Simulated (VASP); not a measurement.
HgTe (zinc blende) relaxed at rising pressure, in one space group throughout; other phases were not tried. The pressures are those reached. These are PBEsol GGA, VASP's PBE PAW potentials (set 64) (plane waves; VASP) values and carry that method's errors.

```tsv
P (GPa)	V (Å³/atom)	k-mesh
-0.01	34.573	10×10×10
4.94	31.514	10×10×10
10.00	29.519	10×10×10
20.08	26.919	11×11×11
30.07	25.196	11×11×11
```

A change of mesh leaves a small step in the series.

Q: Fit an equation of state and predict the volume at 45.11 GPa.

A: Least squares on the third-order Birch-Murnaghan form, P = (3B0/2)(y⁷ − y⁵)[1 + (3/4)(B′ − 4)(y² − 1)] with y = (V0/V)^(1/3), gives V0 = 34.559 Å³/atom, B0 = 42 GPa and B′ = 5.1, and so 23.378 Å³/atom. The run gave 23.369 Å³/atom, -0.0 % from the fit.

Pressures at which the relaxation failed are left out.

The compound is HgTe in the zinc blende structure.
